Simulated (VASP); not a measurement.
Given:

```
CELL_PARAMETERS angstrom
      0.00000     2.79306     2.79306
      2.79306     0.00000     2.79306
      2.79306     2.79306     0.00000
ATOMIC_POSITIONS crystal
  Be 0.00000 0.00000 0.00000
  Te 0.25000 0.25000 0.25000
```

The numbers are results of PBE GGA with D3 dispersion (Becke-Johnson damping), VASP's PBE PAW potentials (set 64) (plane waves; VASP 6.6.1), not measurements. Run with 520 eV cut-off, 9×9×9 Γ-centred mesh, tetrahedra with Blöchl corrections, potentials Be Te.

Problem. Estimate the energy per atom (σ→0).

Solution. 
```json
{
  "energy per atom (σ→0)": "-4.152 eV/atom"
}
```

Only differences to runs with the same potentials and settings are physical.

The compound is BeTe in the zinc blende structure. It was relaxed first.
